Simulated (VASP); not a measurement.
# Be3CdTe4 (Pmn2_1) in VASP: band structure with PBE

Aim: the band structure of Be3CdTe4 with PBE.

Program: VASP 6.6.1. These are calculated values, not measurements. Logs are shortened: lines on timing, memory, paths and dates and some standing lists are left out, and cuts for length are marked.

### Step 1. The crystal as given

It takes space group Pmn2_1 (No. 31, orthorhombic). The conventional cell has a = 8.327 Å, b = 7.183 Å, c = 6.852 Å, α = 90.00°, β = 90.00°, γ = 90.00°. Around Be (site symmetry 1) lie 4 Te at 2.46 to 2.51 Å. Around Be (site symmetry m) lie 4 Te at 2.44 to 2.48 Å. Cd (site symmetry m) has 4 Te at 2.82 to 2.83 Å as nearest neighbours. Te (site symmetry m) has 3 Be at 2.48 to 2.51 Å and 1 Cd at 2.82 Å as nearest neighbours. Te (site symmetry m) is surrounded by 3 Be at 2.48 Å and 1 Cd at 2.83 Å. Te (site symmetry 1) has 3 Be at 2.44 to 2.48 Å as nearest neighbours.

The cell was built by a generator and needn't be a form met in nature.

### Step 2. Band structure, PBE

INCAR

```
SYSTEM = Be3CdTe4
  ALGO = Fast
  EDIFF = 1E-6
  ENCUT = 520
  GGA = PE
  ISIF = 2
  ISMEAR = 0
  KPAR = 4
  LASPH = .True.
  LCHARG = .False.
  LREAL = .False.
  LWAVE = .False.
  NELM = 100
  PREC = Accurate
  SIGMA = 0.03
```

KPOINTS

```
k-points
0
Gamma
  4 4 4
  0 0 0
```

POSCAR

```
Be3CdTe4
1.0
    8.3273800000      0.0000000000      0.0000000000
    0.0000000000      7.1831800000      0.0000000000
    0.0000000000      0.0000000000      6.8522300000
Be Cd Te
6 2 8
Direct
    0.7510260000      0.6626840000      0.4992460000
    0.2489740000      0.6626840000      0.4992460000
    0.5000000000      0.8204890000      0.9998030000
    0.0000000000      0.1795110000      0.4998030000
    0.2510260000      0.3373160000      0.9992460000
    0.7489740000      0.3373160000      0.9992460000
    0.0000000000      0.8366290000      0.0052420000
    0.5000000000      0.1633710000      0.5052420000
    0.0000000000      0.8432310000      0.4161050000
    0.5000000000      0.7945780000      0.3605610000
    0.7270620000      0.6514230000      0.8601190000
    0.2729380000      0.6514230000      0.8601190000
    0.2270620000      0.3485770000      0.3601190000
    0.7729380000      0.3485770000      0.3601190000
    0.5000000000      0.1567690000      0.9161050000
    0.0000000000      0.2054220000      0.8605610000
```

KPOINTS_OPT

```
path GXSYGZURTZ,YT,UX,SR
15
line-mode
reciprocal
 0.0000000000  0.0000000000  0.0000000000  G
 0.0000000000  0.0000000000 -0.5000000000  X

 0.0000000000  0.0000000000 -0.5000000000  X
 0.0000000000 -0.5000000000 -0.5000000000  S

 0.0000000000 -0.5000000000 -0.5000000000  S
 0.0000000000 -0.5000000000  0.0000000000  Y

 0.0000000000 -0.5000000000  0.0000000000  Y
 0.0000000000  0.0000000000  0.0000000000  G

 0.0000000000  0.0000000000  0.0000000000  G
-0.5000000000  0.0000000000  0.0000000000  Z

-0.5000000000  0.0000000000  0.0000000000  Z
-0.5000000000  0.0000000000 -0.5000000000  U

-0.5000000000  0.0000000000 -0.5000000000  U
-0.5000000000 -0.5000000000 -0.5000000000  R

-0.5000000000 -0.5000000000 -0.5000000000  R
-0.5000000000 -0.5000000000  0.0000000000  T

-0.5000000000 -0.5000000000  0.0000000000  T
-0.5000000000  0.0000000000  0.0000000000  Z

 0.0000000000 -0.5000000000  0.0000000000  Y
-0.5000000000 -0.5000000000  0.0000000000  T

-0.5000000000  0.0000000000 -0.5000000000  U
 0.0000000000  0.0000000000 -0.5000000000  X

 0.0000000000 -0.5000000000 -0.5000000000  S
-0.5000000000 -0.5000000000 -0.5000000000  R
```

Potentials or basis: VASP PAW PBE potentials, release 64 (Be, Cd, Te).

Started as:

```sh
> cat potpaw_PBE.64/Be/POTCAR potpaw_PBE.64/Cd/POTCAR potpaw_PBE.64/Te/POTCAR > POTCAR
> mpirun -np 4 vasp_std > vasp.out
```

OUTCAR:

```text
SYSTEM = Be3CdTe4
   EDIFF = 1E-6
   ENCUT = 520
   GGA = PE
   ISIF = 2
   ISMEAR = 0
   LASPH = .True.
   LREAL = .False.
   NELM = 100
   PREC = Accurate

 ion  position               nearest neighbor table
   1  0.751  0.663  0.499-  14 2.46  11 2.48  10 2.48   9 2.51
   2  0.249  0.663  0.499-  13 2.46  12 2.48  10 2.48   9 2.51
   3  0.500  0.820  1.000-  11 2.44  12 2.44  10 2.48  15 2.48
   4  0.000  0.180  0.500-  13 2.44  14 2.44  16 2.48   9 2.48
   5  0.251  0.337  0.999-  12 2.46  13 2.48  16 2.48  15 2.51
   6  0.749  0.337  0.999-  11 2.46  14 2.48  16 2.48  15 2.51
[... 8 lines left out ...]
  15  0.500  0.157  0.916-   3 2.48   5 2.51   6 2.51   8 2.82
  16  0.000  0.205  0.861-   4 2.48   5 2.48   6 2.48   7 2.83

  LATTYP: Found a simple orthorhombic cell.
 ALAT       =     6.8522300000
 B/A-ratio  =     1.0482981453
 C/A-ratio  =     1.2152802810

  Lattice vectors:

 A1 = (   0.0000000000,   0.0000000000,  -6.8522300000)
 A2 = (   0.0000000000,   7.1831800000,   0.0000000000)
 A3 = (   8.3273800000,   0.0000000000,   0.0000000000)

Analysis of symmetry for initial positions (statically):
=====================================================================
 Subroutine PRICEL returns:
 Original cell was already a primitive cell.

 Routine SETGRP: Setting up the symmetry group for a
 simple orthorhombic supercell.

 Subroutine GETGRP returns: Found  4 space group operations
 (whereof  2 operations were pure point group operations)
 out of a pool of  8 trial point group operations.

The static configuration has the point symmetry C_1h.
 The point group associated with its full space group is C_2v.

Analysis of symmetry for dynamics (positions and initial velocities):
=====================================================================
 Subroutine PRICEL returns:
 Original cell was already a primitive cell.

 Routine SETGRP: Setting up the symmetry group for a
 simple orthorhombic supercell.

 Subroutine GETGRP returns: Found  4 space group operations
 (whereof  2 operations were pure point group operations)
 out of a pool of  8 trial point group operations.

The dynamic configuration has the point symmetry C_1h.
 The point group associated with its full space group is C_2v.

 Subroutine INISYM returns: Found  4 space group operations
 (whereof  2 operations are pure point group operations),
 and found     1 'primitive' translations

----------------------------------------------------------------------------------------

[... 121 lines left out ...]
   LREAL  =      F    real-space projection
[... 7 lines left out ...]
   TEBEG  =    0.0;   TEEND  =   0.0 temperature during run
   PSTRESS=    0.0 pullay stress
   NELECT =      84.0000    total number of electrons
   NUPDOWN=      -1.0000    fix difference up-down
   EMIN   =  10.00;   EMAX   =-10.00  energy-range for DOS
   EFERMI =   0.00;   METHOD = LEGACY
   ISMEAR =     0;   SIGMA  =   0.03  broadening in eV -4-tet -1-fermi 0-gaus
   EFERMI_NEDOS =   21; number of points for ismear=-14 and -15
   IALGO  =     68    algorithm
   IMIX   =      4    mixing-type and parameters
     AMIX     =   0.40;   BMIX     =  1.00
     AMIX_MAG =   1.60;   BMIX_MAG =  1.00
  volume/ion in A,a.u.               =      25.62       172.88
  Fermi-wavevector in a.u.,A,eV,Ry     =   0.965196  1.823956 12.675236  0.931604
  Thomas-Fermi vector in A             =   2.094892
   LORBIT       =      0    0 simple, 1 ext, 2 COOP (PROOUT), +10 PAW based schemes
   GGA     = PE    functional components
   LHFCALC =     F    Hartree Fock is set to
   AEXX    =    0.0000 exact exchange contribution
   IVDW    =     0    specifies the selected vdW correction
   LEPSILON=     F    determine dielectric tensor
   LRPA    =     F    only Hartree local field effects (RPA)
 non-spin polarized calculation
 RMM-DIIS sequential band-by-band and
 Gauss-broadening in eV      SIGMA  =   0.03
  energy-cutoff  :      520.00
  volume of cell :      409.88
 maximum number of plane-waves:     11069
 NGX is ok and might be reduce to    64
   NGX = 31   NGY = 27   NGZ = 25

 number of electron      84.0000006 magnetization

 Free energy of the ion-electron system (eV)
  ---------------------------------------------------
  ext. energy  EPLUGINS =         0.00000000
  ---------------------------------------------------
  free energy    TOTEN  =       -54.81681243 eV

  energy without entropy =      -54.81681243  energy(sigma->0) =      -54.81681243

 E-fermi :   4.2943     XC(G=0):  -8.8761

 val. band max:        4.1309517768   @ k =   0.0000   0.0000   0.0000
 cond. band min:       5.9250159695   @ k =   0.0000   0.5000   0.0000
 fundamental gap:      1.7940641927
 Fermi energy:         4.2943271780

 k-point     1 :       0.0000    0.0000    0.0000
  band No.  band energies     occupation
      1      -7.8147      2.00000
      2      -6.9212      2.00000
      3      -6.8328      2.00000
      4      -6.7935      2.00000
      5      -6.6354      2.00000
      6      -6.4528      2.00000
[... 1285 lines left out ...]
     50       7.5064      0.00000
     51       8.4997      0.00000

 [... further k-points ...]

------------------------ aborting loop because EDIFF is reached ----------------------------------------

  FORCE on cell =-STRESS in cart. coord.  units (eV):
  Direction    XX          YY          ZZ          XY          YZ          ZX
  --------------------------------------------------------------------------------------
  -------------------------------------------------------------------------------------
  Total        0.0610978      0.0793055     -0.0064112      0.0000000      0.0000000      0.0000000
  in kB        0.2388245      0.3099966     -0.0250608      0.0000000      0.0000000      0.0000000
  external PRESSURE =       0.1745867 kB  Pullay stress =       0.0000000 kB

 VOLUME and BASIS-vectors are now :
 -----------------------------------------------------------------------------
  energy-cutoff  :      520.00
  volume of cell :      409.88
      direct lattice vectors                 reciprocal lattice vectors
     8.327380000  0.000000000  0.000000000     0.120085789  0.000000000  0.000000000
     0.000000000  7.183180000  0.000000000     0.000000000  0.139214109  0.000000000
     0.000000000  0.000000000  6.852230000     0.000000000  0.000000000  0.145937892

 POSITION                                       TOTAL-FORCE (eV/Angst)
 -----------------------------------------------------------------------------------
      6.25408      4.76018      3.42095         0.000819      0.002189      0.003025
      2.07330      4.76018      3.42095        -0.000819      0.002189      0.003025
      4.16369      5.89372      6.85088         0.000000     -0.003869     -0.000534
      0.00000      1.28946      3.42477         0.000000      0.003869     -0.000534
      2.09039      2.42300      6.84706         0.000819     -0.002189      0.003025
      6.23699      2.42300      6.84706        -0.000819     -0.002189      0.003025
[... 8 lines left out ...]
      4.16369      1.12610      6.27736         0.000000     -0.004623     -0.001708
      0.00000      1.47558      5.89676         0.000000      0.002205     -0.002494
 -----------------------------------------------------------------------------------
    total drift:                                0.000000      0.000000      0.000795

  FREE ENERGIE OF THE ION-ELECTRON SYSTEM (eV)
  ---------------------------------------------------
  free  energy   TOTEN  =       -54.8168124334 eV

  energy  without entropy=      -54.8168124334  energy(sigma->0) =      -54.81681243
```

Run time: 8.3 min. Hardware: 4 MPI ranks of Intel Xeon 6975P-C (Granite Rapids), shared host; peak memory 0.88 GiB.

Results:

- Free energy: -54.8168 eV
- Pressure: 0.0 GPa
- Largest force: 0.005 eV/Å
- Band gap on the k mesh: 1.79 eV, indirect (least direct gap 1.99 eV)
- Band gap along the path: 1.79 eV, indirect (least direct gap 1.99 eV)

Forces in eV/Å, atoms in the order of the input:
```
Be   0.001  0.002  0.003
Be  -0.001  0.002  0.003
Be   0.000 -0.004 -0.001
Be   0.000  0.004 -0.001
Be   0.001 -0.002  0.003
Be  -0.001 -0.002  0.003
Cd   0.000  0.005  0.002
Cd   0.000 -0.005  0.002
Te   0.000  0.005 -0.002
Te   0.000 -0.002 -0.002
Te   0.002  0.000 -0.001
Te  -0.002  0.000 -0.001
Te   0.002  0.000 -0.001
Te  -0.002  0.000 -0.001
Te   0.000 -0.005 -0.002
Te   0.000  0.002 -0.002
```

Levels at the corners of the path, in eV from the valence-band top:
| point | band 40 | band 41 | band 42 | band 43 | band 44 | band 45 |
| --- | --- | --- | --- | --- | --- | --- |
| Γ | -0.25 | -0.11 | 0.00 | 1.99 | 2.10 | 2.54 |
| X | -0.66 | -0.51 | -0.51 | 2.19 | 2.19 | 2.74 |
| X | -0.66 | -0.51 | -0.51 | 2.19 | 2.19 | 2.74 |
| S | -1.31 | -0.85 | -0.85 | 2.12 | 2.12 | 2.56 |
| S | -1.31 | -0.85 | -0.85 | 2.12 | 2.12 | 2.56 |
| Y | -0.82 | -0.53 | -0.41 | 1.79 | 2.39 | 2.56 |
| Y | -0.82 | -0.53 | -0.41 | 1.79 | 2.39 | 2.56 |
| Γ | -0.25 | -0.11 | 0.00 | 1.99 | 2.10 | 2.54 |
| Γ | -0.25 | -0.11 | 0.00 | 1.99 | 2.10 | 2.54 |
| Z | -0.76 | -0.66 | -0.66 | 2.71 | 2.71 | 3.12 |
| Z | -0.76 | -0.66 | -0.66 | 2.71 | 2.71 | 3.12 |
| U | -1.24 | -0.89 | -0.89 | 2.73 | 2.73 | 3.02 |
| U | -1.24 | -0.89 | -0.89 | 2.73 | 2.73 | 3.02 |
| R | -1.26 | -1.15 | -1.15 | 2.70 | 2.70 | 3.22 |
| R | -1.26 | -1.15 | -1.15 | 2.70 | 2.70 | 3.22 |
| T | -1.20 | -0.85 | -0.85 | 2.76 | 2.76 | 3.16 |
| T | -1.20 | -0.85 | -0.85 | 2.76 | 2.76 | 3.16 |
| Z | -0.76 | -0.66 | -0.66 | 2.71 | 2.71 | 3.12 |
| Y | -0.82 | -0.53 | -0.41 | 1.79 | 2.39 | 2.56 |
| T | -1.20 | -0.85 | -0.85 | 2.76 | 2.76 | 3.16 |
| U | -1.24 | -0.89 | -0.89 | 2.73 | 2.73 | 3.02 |
| X | -0.66 | -0.51 | -0.51 | 2.19 | 2.19 | 2.74 |
| S | -1.31 | -0.85 | -0.85 | 2.12 | 2.12 | 2.56 |
| R | -1.26 | -1.15 | -1.15 | 2.70 | 2.70 | 3.22 |

Caveat: spin-orbit coupling is left out, which moves the levels of the heavy elements. Expect the measured gap to be larger: semilocal functionals such as PBE lack the derivative discontinuity.
